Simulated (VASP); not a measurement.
Consider the following.

```xyz
2
Lattice="0.0000 1.8098 1.8098 1.8098 0.0000 1.8098 1.8098 1.8098 0.0000" Properties=species:S:1:pos:R:3 pbc="T T T"
B      0.0000     0.0000     0.0000
N      0.9049     0.9049     0.9049
```

Method: vdW-DF-cx, VASP's PBE PAW potentials (set 64) (plane waves; VASP 6.6.1). Run with 520 eV cut-off, Gaussian smearing of 0.050 eV, potentials B N.

Task: What does the run give for the band gap (along the path) with the smallest direct gap where there is one?

Result: 
The band gap (along the path) is 4.41 eV and the smallest direct gap (along the path) comes out as 8.84 eV.

Total energies compare only between runs with the same potentials, cut-off and functional.

The compound is BN in the zinc blende structure. It was relaxed first.
